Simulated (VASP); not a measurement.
Calculation: Hartree-Fock, VASP's PBE PAW potentials (set 64) (plane waves; VASP).

Input for VASP

**KPOINTS_OPT**
```
named points and PBE's band edges
8
Reciprocal
  0.000000   0.000000   0.000000 1 ! GAMMA
  0.500000   0.000000   0.500000 1 ! X
  0.500000   0.500000   0.500000 1 ! L
  0.500000   0.250000   0.750000 1 ! W
  0.375000   0.375000   0.750000 1 ! K
  0.625000   0.250000   0.625000 1 ! U
  0.026790   0.026790   0.053570 1 ! near an edge
  0.464290   0.000000   0.464290 1 ! near an edge
```

**INCAR**
```
# general
SYSTEM   = GdN
PREC     = Accurate
ENCUT    = 520
LREAL    = .False.
LASPH    = .True.
ISYM     = 3

# electronic loop
EDIFF    = 1E-6
NELM     = 60
ALGO     = Normal
LMAXMIX  = 6

# smearing
ISMEAR   = 0
SIGMA    = 0.05

# functional
GGA      = PE
AGGAC    = 0.0
ALDAC    = 0.0
LHFCALC  = .True.
AEXX     = 1.0
HFRCUT   = -1
PRECFOCK = Fast

# ions
ISIF     = 2

# output
LWAVE    = .False.
LCHARG   = .False.
```

POSCAR:
```
GdN
1
    0.0000000000     2.4900000000     2.4900000000
    2.4900000000     0.0000000000     2.4900000000
    2.4900000000     2.4900000000     0.0000000000
Gd N
1 1
Direct
  0.0000000000   0.0000000000   0.0000000000
  0.5000000000   0.5000000000   0.5000000000
```

KPOINTS:
```
Automatic
0
G
 8 8 8
```

POTCAR, in this order: Gd_3 N (PBE.64 set). Program: vasp_std. Read from the step before: WAVECAR.

The resulting files:

### OUTCAR
```
 ion  position               nearest neighbor table
   1  0.000  0.000  0.000-   2 2.49   2 2.49   2 2.49   2 2.49   2 2.49   2 2.49
   2  0.500  0.500  0.500-   1 2.49   1 2.49   1 2.49   1 2.49   1 2.49   1 2.49
  LATTYP: Found a face centered cubic cell.
 ALAT       =     4.9800000000
 Subroutine PRICEL returns:
 Original cell was already a primitive cell.
 Subroutine GETGRP returns: Found 48 space group operations
The static configuration has the point symmetry O_h .
The dynamic configuration has the point symmetry O_h .
 Subroutine INISYM returns: Found 48 space group operations
 Subroutine IBZKPT returns following result:
 Found     29 irreducible k-points:

 Following reciprocal coordinates:
            Coordinates               Weight
  0.000000  0.000000  0.000000      1.000000
  0.125000  0.000000  0.000000      8.000000
  0.250000  0.000000  0.000000      8.000000
  0.375000  0.000000  0.000000      8.000000
  0.500000  0.000000  0.000000      4.000000
  0.125000  0.125000  0.000000      6.000000
  0.250000  0.125000  0.000000     24.000000
  0.375000  0.125000  0.000000     24.000000
  0.500000  0.125000  0.000000     24.000000
 -0.375000  0.125000  0.000000     24.000000
 -0.250000  0.125000  0.000000     24.000000
 -0.125000  0.125000  0.000000     12.000000
  0.250000  0.250000  0.000000      6.000000
  0.375000  0.250000  0.000000     24.000000
  0.500000  0.250000  0.000000     24.000000
 -0.375000  0.250000  0.000000     24.000000
 -0.250000  0.250000  0.000000     12.000000
  0.375000  0.375000  0.000000      6.000000
  0.500000  0.375000  0.000000     24.000000
 -0.375000  0.375000  0.000000     12.000000
  0.500000  0.500000  0.000000      3.000000
  0.375000  0.250000  0.125000     24.000000
  0.500000  0.250000  0.125000     48.000000
 -0.375000  0.250000  0.125000     24.000000
  0.500000  0.375000  0.125000     24.000000
 -0.375000  0.375000  0.125000     48.000000
 -0.250000  0.375000  0.125000     24.000000
 -0.375000  0.500000  0.125000     12.000000
 -0.250000  0.500000  0.250000      6.000000
 Subroutine IBZKPT_HF returns following result:
   k-points           NKPTS =     29   k-points in BZ     NKDIM =    512   number of bands    NBANDS=     11
   number of dos      NEDOS =    301   number of ions     NIONS =      2
   total plane-waves  NPLWV =  21952
   dimension x,y,z NGX =    28 NGY =   28 NGZ =   28
   dimension x,y,z NGXF=    56 NGYF=   56 NGZF=   56
   ions per type =               1   1
   PREC   = accura    normal or accurate (medium, high low for compatibility)
   ISTART =      1    job   : 0-new  1-cont  2-samecut
   ICHARG =      0    charge: 1-file 2-atom 10-const
   ISPIN  =      1    spin polarized calculation?
   LNONCOLLINEAR =      F non collinear calculations
   LSORBIT =      F    spin-orbit coupling
   INIWAV =      1    electr: 0-lowe 1-rand  2-diag
   ENCUT  =  520.0 eV  38.22 Ry    6.18 a.u.   6.55  6.55  6.55*2*pi/ulx,y,z
   NELM   =     60;   NELMIN=  2; NELMDL=  0     # of ELM steps
   EDIFF  = 0.1E-05   stopping-criterion for ELM
   LREAL  =      F    real-space projection
   NLSPLINE    = F    spline interpolate recip. space projectors
   LMAXMIX     =    6 max onsite mixed and CHGCAR
   VOSKOWN=      0    Vosko Wilk Nusair interpolation
   EDIFFG = 0.1E-04   stopping-criterion for IOM
   NSW    =      0    number of steps for IOM
   NBLOCK =      1;   KBLOCK =      1    inner block; outer block
   IBRION =     -1    ionic relax: 0-MD 1-quasi-New 2-CG
   NFREE  =      0    steps in history (QN), initial steepest desc. (CG)
   ISIF   =      2    stress and relaxation
   ISYM   =      3    0-nonsym 1-usesym 2-fastsym
   TEIN   =    0.0    initial temperature
   TEBEG  =    0.0;   TEEND  =   0.0 temperature during run
...
```

OSZICAR:
```
       N       E                     dE             d eps       ncg     rms          rms(c)
DAV:   1    -0.274807640385E+02   -0.27481E+02   -0.51546E+00   641   0.209E+01    0.179E+00
DAV:   2    -0.278007217192E+02   -0.31996E+00   -0.82820E-01   689   0.666E+00    0.169E+00
DAV:   3    -0.277894999393E+02    0.11222E-01   -0.11379E-01   686   0.287E+00    0.152E+00
DAV:   4    -0.277655628157E+02    0.23937E-01   -0.44734E-02   692   0.195E+00    0.153E+00
DAV:   5    -0.277650546346E+02    0.50818E-03   -0.33408E-02   680   0.141E+00    0.141E+00
DAV:   6    -0.277660450884E+02   -0.99045E-03   -0.10379E-02   677   0.692E-01    0.109E+00
DAV:   7    -0.277639806087E+02    0.20645E-02   -0.17647E-03   685   0.406E-01    0.678E-01
DAV:   8    -0.277632594078E+02    0.72120E-03   -0.29872E-03   680   0.475E-01    0.299E-01
DAV:   9    -0.277637199022E+02   -0.46049E-03   -0.21344E-03   668   0.353E-01    0.106E-01
DAV:  10    -0.277638255459E+02   -0.10564E-03   -0.37199E-04   668   0.149E-01    0.675E-02
DAV:  11    -0.277636833912E+02    0.14215E-03   -0.42269E-05   671   0.808E-02    0.376E-02
DAV:  12    -0.277636717974E+02    0.11594E-04   -0.21924E-04   665   0.114E-01    0.388E-02
DAV:  13    -0.277637129064E+02   -0.41109E-04   -0.13357E-04   650   0.795E-02    0.510E-02
DAV:  14    -0.277637117260E+02    0.11804E-05   -0.14778E-05   673   0.307E-02    0.392E-02
DAV:  15    -0.277637006488E+02    0.11077E-04   -0.10426E-05   668   0.318E-02    0.163E-02
DAV:  16    -0.277637022641E+02   -0.16153E-05   -0.20144E-05   659   0.341E-02    0.377E-03
DAV:  17    -0.277637051979E+02   -0.29338E-05   -0.82259E-06   635   0.198E-02    0.882E-03
DAV:  18    -0.277637044548E+02    0.74311E-06   -0.41068E-07   400   0.712E-03
   1 F= -.27763704E+02 E0= -.27763704E+02  d E =-.468306E-20
       N       E                     dE             ncg
```

File OUTCAR:
```
------------------------ aborting loop because EDIFF is reached ----------------------------------------
  FORCE on cell =-STRESS in cart. coord.  units (eV):
  Direction    XX          YY          ZZ          XY          YZ          ZX
  --------------------------------------------------------------------------------------
  Total       -0.1123956     -0.1123956     -0.1123956      0.0000000      0.0000000      0.0000000
  in kB       -5.8321936     -5.8321936     -5.8321936      0.0000000      0.0000000      0.0000000
  external PRESSURE =      -5.8321936 kB  Pullay stress =       0.0000000 kB
  volume of cell :       30.88
      direct lattice vectors                 reciprocal lattice vectors
     0.000000000  2.490000000  2.490000000    -0.200803213  0.200803213  0.200803213
     2.490000000  0.000000000  2.490000000     0.200803213 -0.200803213  0.200803213
     2.490000000  2.490000000  0.000000000     0.200803213  0.200803213 -0.200803213
 POSITION                                       TOTAL-FORCE (eV/Angst)
 -----------------------------------------------------------------------------------
      0.00000      0.00000      0.00000         0.000000     -0.000000     -0.000000
      2.49000      2.49000      2.49000        -0.000000      0.000000      0.000000
 -----------------------------------------------------------------------------------
    total drift:                               -0.000000     -0.000000     -0.000000
  FREE ENERGIE OF THE ION-ELECTRON SYSTEM (eV)
  ---------------------------------------------------
  free  energy   TOTEN  =       -27.7637044548 eV

  energy  without entropy=      -27.7637044548  energy(sigma->0) =      -27.76370445

  exchange ACFDT corr.  =         0.00000000  see jH, gK, PRB 81, 115126
```
(Selected blocks of OUTCAR.)

The 4f electrons are frozen in the core of the lanthanide potential, so 4f levels, which can set the real gap, and their magnetism are missing.

The compound is GdN in the rock salt structure. The cell was not relaxed at this level.
